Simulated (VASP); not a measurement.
These are PBE GGA, VASP's PBE PAW potentials (set 64) (plane waves; VASP) values and carry that method's errors.

VASP ran on this input.

INCAR:
```
PREC = Normal
ENCUT = 400   # plane-wave cut-off (eV)
ISYM = 0
SYSTEM = Al35N36
LCHARG = .False.
GGA = PE
NELMIN = 4
LWAVE = .False.
LASPH = .True.   # aspherical one-centre terms
LORBIT = 10
EDIFF = 1E-5
NELECT = 283.0
EDIFFG = -0.03   # ionic stop
NUPDOWN = 3
ISMEAR = 0   # Gaussian
SIGMA = 0.05   # width (eV)
ALGO = Fast   # Davidson, then RMM-DIIS
ISIF = 2
MAGMOM = 71*0.0423
ISPIN = 2   # spin-polarised
IBRION = 2   # conjugate gradients
LREAL = Auto   # projection in real space or not
NELM = 100
NSW = 60   # most ionic steps
```

**POSCAR**
```
Al35N36
1.0
  4.6932676572  -8.1289780182   0.0000000000
  4.6932676572   8.1289780182   0.0000000000
  0.0000000000   0.0000000000  10.0192026154
Al N
35 36
Cartesian
  1.5644209880  -0.9032188766   2.5048006538
  1.5644209880   0.9032188766   0.0000000000
  1.5644209880  -0.9032188766   7.5144019615
  1.5423954829   0.9239071256   5.0018163873
  3.0852602925   1.8317026168   2.4609165464
  3.1288466692   3.6128836353   0.0000000000
  3.1433676394   1.7669553069   7.4996436761
  3.1173481635   3.6074047041   5.0575932882
  4.6932676572   4.5161025119   2.5048006538
  4.6932676572   6.3225402650   0.0000000000
  4.6932676572   4.5161025119   7.5144019615
  4.6932676572   6.3225402650   5.0096013077
  3.1288466692  -3.6128836353   2.5048006538
  3.1288419760  -1.8064377532   0.0000000000
  3.1288466692  -3.6128836353   7.5144019615
  3.1192489369  -1.8513910016   4.9854249718
  4.7179542451  -0.8930820410   2.5459695574
  4.6932676572   0.9032270056   0.0000000000
  4.6444248207  -0.8922447563   7.5508017247
  6.2814318863   1.8041128654   2.5249893471
  6.2576886452   3.6128836353   0.0000000000
  6.2370570406   1.8285079285   7.4740446134
  6.2100848313   3.6331816934   5.0389174946
  4.6932676572  -6.3225402650   2.5048006538
  4.6932676572  -4.5161025119   0.0000000000
  4.6932676572  -6.3225402650   7.5144019615
  4.6932676572  -4.5161025119   5.0096013077
  6.2576886452  -3.6128836353   2.5048006538
  6.2576933384  -1.8064377532   0.0000000000
  6.2576886452  -3.6128836353   7.5144019615
  6.2538073128  -1.7860340183   5.0558800046
  7.8221143264  -0.9032188766   2.5048006538
  7.8221143264   0.9032188766   0.0000000000
  7.8221143264  -0.9032188766   7.5144019615
  7.8640815258   0.8771411151   5.0477243737
  1.5644209880  -0.9032188766   4.4184683534
  1.5644209880   0.9032188766   1.9136676995
  1.5644209880  -0.9032188766   9.4280696611
  1.5644209880   0.9032188766   6.9232690072
  3.1335446301   1.8007312106   4.3717989076
  3.1288466692   3.6128836353   1.9136676995
  3.1288419760   1.8064377532   9.4280696611
  3.1288466692   3.6128836353   6.9232690072
  4.6932676572   4.5161025119   4.4184683534
  4.6932676572   6.3225402650   1.9136676995
  4.6932676572   4.5161025119   9.4280696611
  4.6932676572   6.3225402650   6.9232690072
  3.1288466692  -3.6128836353   4.4184683534
  3.1288419760  -1.8064377532   1.9136676995
  3.1288466692  -3.6128836353   9.4280696611
  3.1288419760  -1.8064377532   6.9232690072
  4.6744007212  -0.8759461553   4.3896631459
  4.6719743018   0.8804252222   1.8883692129
  4.6932676572  -0.9032270056   9.4280696611
  4.6591006687   0.8585989162   6.9155041252
  6.2435290567   1.8487734707   4.3709673138
  6.2576886452   3.6128836353   1.9136676995
  6.2576933384   1.8064377532   9.4280696611
  6.2576886452   3.6128836353   6.9232690072
  4.6932676572  -6.3225402650   4.4184683534
  4.6932676572  -4.5161025119   1.9136676995
  4.6932676572  -6.3225402650   9.4280696611
  4.6932676572  -4.5161025119   6.9232690072
  6.2576886452  -3.6128836353   4.4184683534
  6.2576933384  -1.8064377532   1.9136676995
  6.2576886452  -3.6128836353   9.4280696611
  6.2576933384  -1.8064377532   6.9232690072
  7.8221143264  -0.9032188766   4.4184683534
  7.8221143264   0.9032188766   1.9136676995
  7.8221143264  -0.9032188766   9.4280696611
  7.8221143264   0.9032188766   6.9232690072
```

File KPOINTS:
```
Automatic
0
G
 1 1 1
0 0 0
```

POTCAR, in this order: Al N (PBE.64 set). Program: vasp_gam.

What VASP printed:

File OSZICAR:
```
...
DAV:   1    -0.531924614696E+03   -0.77899E-02   -0.12030E+01   736   0.826E+00    0.779E-01
RMM:   2    -0.531938539583E+03   -0.13925E-01   -0.17636E-01   716   0.928E-01    0.405E-01
RMM:   3    -0.531941869949E+03   -0.33304E-02   -0.19964E-02   716   0.347E-01    0.250E-01
RMM:   4    -0.531941545861E+03    0.32409E-03   -0.61957E-03   718   0.164E-01    0.108E-01
RMM:   5    -0.531941674645E+03   -0.12878E-03   -0.12976E-03   742   0.758E-02    0.509E-02
RMM:   6    -0.531941703464E+03   -0.28819E-04   -0.22238E-04   753   0.324E-02    0.323E-02
RMM:   7    -0.531941713610E+03   -0.10146E-04   -0.49740E-05   540   0.153E-02    0.136E-02
RMM:   8    -0.531941714927E+03   -0.13174E-05   -0.12722E-05   441   0.757E-03
   5 F= -.53194171E+03 E0= -.53194137E+03  d E =-.220739E+00  mag=     3.0000
       N       E                     dE             d eps       ncg     rms          rms(c)
DAV:   1    -0.531971791212E+03   -0.30078E-01   -0.41303E+01   732   0.151E+01    0.146E+00
RMM:   2    -0.532026802644E+03   -0.55011E-01   -0.60499E-01   716   0.171E+00    0.764E-01
RMM:   3    -0.532035881077E+03   -0.90784E-02   -0.66516E-02   717   0.625E-01    0.457E-01
RMM:   4    -0.532034718303E+03    0.11628E-02   -0.22077E-02   716   0.309E-01    0.166E-01
RMM:   5    -0.532035380022E+03   -0.66172E-03   -0.46352E-03   759   0.133E-01    0.841E-02
RMM:   6    -0.532035454315E+03   -0.74293E-04   -0.65681E-04   752   0.547E-02    0.520E-02
RMM:   7    -0.532035491106E+03   -0.36791E-04   -0.17067E-04   716   0.288E-02    0.193E-02
RMM:   8    -0.532035494876E+03   -0.37697E-05   -0.38236E-05   502   0.135E-02
   6 F= -.53203549E+03 E0= -.53203485E+03  d E =-.937799E-01  mag=     3.0000
       N       E                     dE             d eps       ncg     rms          rms(c)
DAV:   1    -0.532035646046E+03   -0.15494E-03   -0.48799E-01   808   0.163E+00    0.163E-01
RMM:   2    -0.532036222274E+03   -0.57623E-03   -0.73345E-03   716   0.188E-01    0.835E-02
RMM:   3    -0.532036426405E+03   -0.20413E-03   -0.87000E-04   717   0.730E-02    0.513E-02
RMM:   4    -0.532036420510E+03    0.58945E-05   -0.23819E-04   707   0.325E-02    0.225E-02
RMM:   5    -0.532036426606E+03   -0.60958E-05   -0.58434E-05   546   0.152E-02
   7 F= -.53203643E+03 E0= -.53203571E+03  d E =-.947117E-01  mag=     3.0000
       N       E                     dE             d eps       ncg     rms          rms(c)
DAV:   1    -0.532047159545E+03   -0.10739E-01   -0.11484E+01   730   0.835E+00    0.710E-01
RMM:   2    -0.532059574854E+03   -0.12415E-01   -0.17249E-01   716   0.940E-01    0.374E-01
RMM:   3    -0.532061691829E+03   -0.21170E-02   -0.19404E-02   716   0.349E-01    0.231E-01
RMM:   4    -0.532061279144E+03    0.41268E-03   -0.60896E-03   717   0.168E-01    0.975E-02
RMM:   5    -0.532061455030E+03   -0.17589E-03   -0.11957E-03   754   0.732E-02    0.492E-02
RMM:   6    -0.532061480208E+03   -0.25178E-04   -0.18121E-04   743   0.308E-02    0.290E-02
RMM:   7    -0.532061489804E+03   -0.95968E-05   -0.55189E-05   559   0.156E-02
   8 F= -.53206149E+03 E0= -.53206004E+03  d E =-.250632E-01  mag=     3.0000
       N       E                     dE             d eps       ncg     rms          rms(c)
DAV:   1    -0.532061497169E+03   -0.16962E-04   -0.81343E-03   816   0.222E-01    0.200E-02
RMM:   2    -0.532061506251E+03   -0.90812E-05   -0.12724E-04   685   0.256E-02    0.103E-02
RMM:   3    -0.532061508881E+03   -0.26307E-05   -0.17166E-05   455   0.103E-02    0.674E-03
RMM:   4    -0.532061509022E+03   -0.14064E-06   -0.42182E-06   425   0.461E-03
   9 F= -.53206151E+03 E0= -.53206003E+03  d E =-.250824E-01  mag=     3.0000
       N       E                     dE             d eps       ncg     rms          rms(c)
DAV:   1    -0.532066335494E+03   -0.48266E-02   -0.24815E+00   730   0.391E+00    0.318E-01
RMM:   2    -0.532069009376E+03   -0.26739E-02   -0.39503E-02   716   0.459E-01    0.175E-01
RMM:   3    -0.532069574444E+03   -0.56507E-03   -0.46554E-03   717   0.172E-01    0.110E-01
RMM:   4    -0.532069450247E+03    0.12420E-03   -0.14922E-03   717   0.833E-02    0.488E-02
RMM:   5    -0.532069504886E+03   -0.54639E-04   -0.29832E-04   754   0.376E-02    0.249E-02
RMM:   6    -0.532069513611E+03   -0.87254E-05   -0.58460E-05   551   0.162E-02
  10 F= -.53206951E+03 E0= -.53206785E+03  d E =-.800459E-02  mag=     3.0000
       N       E                     dE             d eps       ncg     rms          rms(c)
DAV:   1    -0.532069554416E+03   -0.49531E-04   -0.25808E-02   848   0.399E-01    0.333E-02
RMM:   2    -0.532069584567E+03   -0.30150E-04   -0.42354E-04   716   0.475E-02    0.188E-02
RMM:   3    -0.532069590568E+03   -0.60009E-05   -0.53482E-05   562   0.183E-02    0.121E-02
RMM:   4    -0.532069590066E+03    0.50181E-06   -0.16398E-05   442   0.882E-03
  11 F= -.53206959E+03 E0= -.53206791E+03  d E =-.808104E-02  mag=     3.0000
       N       E                     dE             d eps       ncg     rms          rms(c)
DAV:   1    -0.532071704136E+03   -0.21136E-02   -0.11999E+00   730   0.270E+00    0.224E-01
RMM:   2    -0.532073051620E+03   -0.13475E-02   -0.19260E-02   716   0.316E-01    0.118E-01
RMM:   3    -0.532073387674E+03   -0.33605E-03   -0.24941E-03   722   0.120E-01    0.759E-02
RMM:   4    -0.532073345518E+03    0.42156E-04   -0.70233E-04   720   0.567E-02    0.349E-02
RMM:   5    -0.532073374821E+03   -0.29303E-04   -0.15308E-04   736   0.266E-02    0.164E-02
RMM:   6    -0.532073378074E+03   -0.32532E-05   -0.25006E-05   467   0.111E-02
  12 F= -.53207338E+03 E0= -.53207179E+03  d E =-.378801E-02  mag=     3.0000
       N       E                     dE             d eps       ncg     rms          rms(c)
DAV:   1    -0.532073435400E+03   -0.60580E-04   -0.90613E-02   784   0.744E-01    0.620E-02
RMM:   2    -0.532073541262E+03   -0.10586E-03   -0.14825E-03   716   0.878E-02    0.330E-02
RMM:   3    -0.532073566214E+03   -0.24951E-04   -0.19551E-04   721   0.336E-02    0.213E-02
RMM:   4    -0.532073563454E+03    0.27595E-05   -0.55120E-05   577   0.160E-02
  13 F= -.53207356E+03 E0= -.53207199E+03  d E =-.397339E-02  mag=     3.0000
       N       E                     dE             d eps       ncg     rms          rms(c)
DAV:   1    -0.532074391571E+03   -0.82536E-03   -0.83437E-01   724   0.220E+00    0.202E-01
RMM:   2    -0.532075281038E+03   -0.88947E-03   -0.12680E-02   716   0.251E-01    0.101E-01
RMM:   3    -0.532075606745E+03   -0.32571E-03   -0.16769E-03   723   0.986E-02    0.620E-02
RMM:   4    -0.532075593525E+03    0.13220E-04   -0.45021E-04   719   0.450E-02    0.274E-02
RMM:   5    -0.532075610920E+03   -0.17395E-04   -0.10111E-04   657   0.208E-02    0.141E-02
RMM:   6    -0.532075613792E+03   -0.28720E-05   -0.16147E-05   449   0.870E-03
  14 F= -.53207561E+03 E0= -.53207391E+03  d E =-.205034E-02  mag=     3.0000
       N       E                     dE             d eps       ncg     rms          rms(c)
DAV:   1    -0.532075627220E+03   -0.16300E-04   -0.47531E-02   792   0.525E-01    0.487E-02
RMM:   2    -0.532075679373E+03   -0.52153E-04   -0.73294E-04   716   0.604E-02    0.245E-02
RMM:   3    -0.532075697403E+03   -0.18030E-04   -0.98501E-05   622   0.238E-02    0.152E-02
RMM:   4    -0.532075697125E+03    0.27748E-06   -0.25850E-05   472   0.108E-02
  15 F= -.53207570E+03 E0= -.53207396E+03  d E =-.213367E-02  mag=     3.0000
       N       E                     dE             d eps       ncg     rms          rms(c)
DAV:   1    -0.532076012131E+03   -0.31473E-03   -0.38450E-01   730   0.153E+00    0.134E-01
RMM:   2    -0.532076417746E+03   -0.40562E-03   -0.62268E-03   716   0.181E-01    0.705E-02
RMM:   3    -0.532076555183E+03   -0.13744E-03   -0.79600E-04   721   0.703E-02    0.439E-02
RMM:   4    -0.532076553487E+03    0.16960E-05   -0.23021E-04   720   0.326E-02    0.194E-02
RMM:   5    -0.532076563097E+03   -0.96107E-05   -0.39902E-05   507   0.142E-02
  16 F= -.53207656E+03 E0= -.53207472E+03  d E =-.865972E-03  mag=     3.0000
```

File OUTCAR:
```
------------------------ aborting loop because EDIFF is reached ----------------------------------------
  FORCE on cell =-STRESS in cart. coord.  units (eV):
  Direction    XX          YY          ZZ          XY          YZ          ZX
  --------------------------------------------------------------------------------------
  Total      -20.2626251    -20.0232400    -44.5999625     -0.0167818     -0.0137431     -0.0163818
  in kB      -42.4650720    -41.9633844    -93.4696570     -0.0351701     -0.0288019     -0.0343319
  external PRESSURE =     -59.2993711 kB  Pullay stress =       0.0000000 kB
  volume of cell :      764.49
      direct lattice vectors                 reciprocal lattice vectors
     4.693267657 -8.128978018  0.000000000     0.106535582 -0.061508347  0.000000000
     4.693267657  8.128978018  0.000000000     0.106535582  0.061508347  0.000000000
     0.000000000  0.000000000 10.019202615     0.000000000  0.000000000  0.099808342
  FREE ENERGIE OF THE ION-ELECTRON SYSTEM (eV)
  ---------------------------------------------------
  free  energy   TOTEN  =      -532.0765630972 eV

  energy  without entropy=     -532.0728752167  energy(sigma->0) =     -532.07471916

 total charge

# of ion       s       p       d       tot
------------------------------------------
    1        0.358   0.429   0.000   0.787
    2        0.360   0.431   0.000   0.791
    3        0.359   0.431   0.000   0.790
    4        0.364   0.438   0.000   0.803
    5        0.359   0.431   0.000   0.791
    6        0.360   0.431   0.000   0.791
    7        0.360   0.436   0.000   0.796
    8        0.364   0.438   0.000   0.802
    9        0.358   0.428   0.000   0.787
   10        0.359   0.430   0.000   0.789
   11        0.359   0.431   0.000   0.790
   12        0.361   0.432   0.000   0.793
   13        0.358   0.426   0.000   0.784
   14        0.360   0.431   0.000   0.791
   15        0.359   0.430   0.000   0.790
   16        0.364   0.438   0.000   0.803
   17        0.359   0.431   0.000   0.790
   18        0.356   0.424   0.000   0.780
   19        0.360   0.436   0.000   0.796
   20        0.359   0.431   0.000   0.791
   21        0.360   0.431   0.000   0.791
   22        0.360   0.436   0.000   0.796
   23        0.364   0.438   0.000   0.803
   24        0.358   0.426   0.000   0.784
   25        0.358   0.428   0.000   0.787
   26        0.359   0.430   0.000   0.790
   27        0.357   0.425   0.000   0.783
   28        0.358   0.426   0.000   0.784
   29        0.360   0.431   0.000   0.791
   30        0.359   0.430   0.000   0.790
   31        0.364   0.438   0.000   0.802
   32        0.358   0.428   0.000   0.787
   33        0.360   0.431   0.000   0.791
   34        0.359   0.431   0.000   0.790
   35        0.364   0.438   0.000   0.803
   36        1.232   2.582   0.000   3.814
   37        1.232   2.575   0.000   3.807
   38        1.232   2.576   0.000   3.808
   39        1.232   2.581   0.000   3.813
   40        1.265   2.433   0.000   3.698
   41        1.232   2.575   0.000   3.807
   42        1.232   2.575   0.000   3.807
   43        1.232   2.581   0.000   3.813
   44        1.232   2.582   0.000   3.814
   45        1.231   2.576   0.000   3.807
   46        1.232   2.576   0.000   3.808
   47        1.231   2.574   0.000   3.805
   48        1.238   2.553   0.000   3.791
   49        1.232   2.575   0.000   3.807
   50        1.232   2.576   0.000   3.807
   51        1.232   2.581   0.000   3.812
   52        1.265   2.433   0.000   3.698
   53        1.229   2.585   0.000   3.814
   54        1.232   2.575   0.000   3.807
   55        1.267   2.432   0.000   3.699
   56        1.265   2.433   0.000   3.698
   57        1.232   2.575   0.000   3.807
   58        1.232   2.575   0.000   3.807
   59        1.232   2.581   0.000   3.812
   60        1.238   2.553   0.000   3.791
   61        1.231   2.572   0.000   3.803
   62        1.232   2.576   0.000   3.807
   63        1.231   2.575   0.000   3.806
   64        1.238   2.553   0.000   3.791
   65        1.232   2.575   0.000   3.807
   66        1.232   2.576   0.000   3.807
   67        1.232   2.581   0.000   3.813
   68        1.232   2.582   0.000   3.814
   69        1.232   2.575   0.000   3.807
   70        1.232   2.576   0.000   3.808
   71        1.232   2.581   0.000   3.813
--------------------------------------------------
tot         57.087 107.243   0.000 164.330

 magnetization (x)

# of ion       s       p       d       tot
------------------------------------------
    1        0.000  -0.000   0.000   0.000
    2        0.000   0.001   0.000   0.001
    3       -0.000  -0.000   0.000  -0.000
    4       -0.002  -0.001   0.000  -0.003
    5       -0.001  -0.002   0.000  -0.003
    6        0.000   0.001   0.000   0.001
    7       -0.002  -0.003   0.000  -0.004
    8       -0.002  -0.001   0.000  -0.003
    9        0.000  -0.000   0.000   0.000
   10       -0.000   0.000   0.000   0.000
...
```
(Selected blocks of OUTCAR.)

File CONTCAR:
```
Al35N36
   1.00000000000000
     4.6932676571999998   -8.1289780181999998    0.0000000000000000
     4.6932676571999998    8.1289780181999998    0.0000000000000000
     0.0000000000000000    0.0000000000000000   10.0192026153999993
  Al              N
    35    36
Direct
     0.2220152966239252    0.1111327020748628    0.2483449977928832
     0.1106822921036674    0.2216472691102353    0.9988377439977084
     0.2218071857069662    0.1104606173173120    0.7499857056292539
     0.1116389820791443    0.2197157494968296    0.5007844021124858
     0.2232721230795713    0.4449376269494862    0.2468707075108716
     0.1105830507054665    0.5553026450732220    0.9988527782851960
     0.2176203969042603    0.4419156360943776    0.7492725365010128
     0.1115708205654696    0.5583218671876577    0.5007347880259688
     0.2219678895415074    0.7774211959467910    0.2483764349003063
     0.1109188467457039    0.8886512060632823    0.9995584574835322
     0.2217819089466427    0.7775241263873847    0.7499615254884509
     0.1107591445322729    0.8886447765388580    0.4989617076870574
     0.5548556521028581    0.1106873612598060    0.2487862801721206
     0.4441745333136781    0.2215867454295131    0.9989134772686612
     0.5555999146800601    0.1108321544805078    0.7490854580733406
     0.4409484902999656    0.2197124822841521    0.5008012454012767
     0.5544845915387365    0.4449245387201298    0.2470409320966225
     0.4442371877944100    0.5553382970199320    0.9971307392815344
     0.5574667432235760    0.4419310418734431    0.7493897991876581
     0.5545834279887649    0.7762338189344575    0.2468691471269711
     0.4441223229098629    0.8888762818341083    0.9988885140092106
     0.5574789829683635    0.7817126498791946    0.7493331167282514
     0.4410389367684910    0.8876903423677854    0.5007153448299421
     0.8888041490413171    0.1106839190415966    0.2488212591986840
     0.7775579220291606    0.2219622734214776    0.9992448342664818
     0.8884343429089750    0.1108982991720013    0.7490549087230488
     0.7774237318061996    0.2219773085089921    0.4983324750101961
     0.8887806056061492    0.4447626245835117    0.2488192847284787
     0.7778685583096350    0.5553526123876448    0.9989087602056207
     0.8884502798108556    0.4437653072002221    0.7490825340856286
     0.7796207076809836    0.5584139134623579    0.5007792979552603
     0.8883518662204022    0.7774779235788423    0.2483684499616349
     0.7779152122932552    0.8889450643558651    0.9988915779794499
     0.8889428119166256    0.7775888950735577    0.7499612319581569
     0.7797160371323120    0.8877616875968752    0.5007483008232350
     0.2213958348257196    0.1098121202373848    0.4417094248165610
     0.1107768914562631    0.2214393090678943    0.1906084712129541
     0.2219132793041313    0.1105805349261006    0.9420779160281785
     0.1104938038866452    0.2208270825647239    0.6923880471123274
     0.1974630782259047    0.4319071616136974    0.4350392804692553
     0.1107535877229073    0.5558873014137705    0.1906088589553613
     0.2202843068587105    0.4433360088670968    0.9418863348473752
     0.1104997480504868    0.5558463089703495    0.6923463501011797
     0.2213245936925112    0.7780196881744246    0.4417650048471441
     0.1108446718965431    0.8887225992494391    0.1917906492872433
     0.2218509405591471    0.7776013479678213    0.9420868955543193
     0.1108510965320785    0.8885423291767003    0.6922873510970161
     0.5548709764703973    0.1106728782645527    0.4417602150851487
     0.4435963551025859    0.2213929987263448    0.1906512677613256
     0.5556502804589286    0.1109669366986654    0.9415735173276352
     0.4434781589520912    0.2208127844176056    0.6924588016555994
     0.5673426545841425    0.4319969235219446    0.4352010332938565
     0.4441211598776385    0.5553919497552388    0.1894107335062292
     0.5562016625517600    0.4432945919736495    0.9419954548643485
     0.4441933702279171    0.5551895736406496    0.7167887724392918
     0.5674770096561882    0.8020262828231552    0.4350159636190257
     0.4435806859861195    0.8887569886660430    0.1906199682300414
     0.5562430728584842    0.7793000992292519    0.9419263745667547
     0.4434688439618070    0.8887899608934747    0.6923624318268861
     0.8886578166475665    0.1107330632312118    0.4418087123844749
     0.7774888999113025    0.2220608623152602    0.1923111677611730
     0.8885463207908584    0.1110127227553493    0.9415762421607434
     0.7775142267043856    0.2218736723311157    0.6915179965409233
     0.8886422470647239    0.4444438030533445    0.4417702188508773
     0.7779656241527237    0.5558787959723309    0.1906662562757332
     0.8884863972875906    0.4438827719575006    0.9415753767878582
     0.7785330695066642    0.5559119863266074    0.6924145179268799
     0.8896695318592663    0.7780958540860733    0.4417294371444393
     0.7781004288138209    0.8887886915183081    0.1906078279277801
     0.8889221301070798    0.7776444526208771    0.9420615627539517
     0.7785122975756598    0.8888326022857684    0.6923448104940003
```

At this cut-off the stress carries a Pulay error, which pulls relaxed volumes low. The cell is charged, with a uniform compensating background. The supercell is sampled at Γ alone, which is coarse: total energies, pressure and levels can be off, energies of defects by several tenths of an eV.

The cell is a supercell with a defect, built from AlN (wurtzite): vac_Al, charge +2.
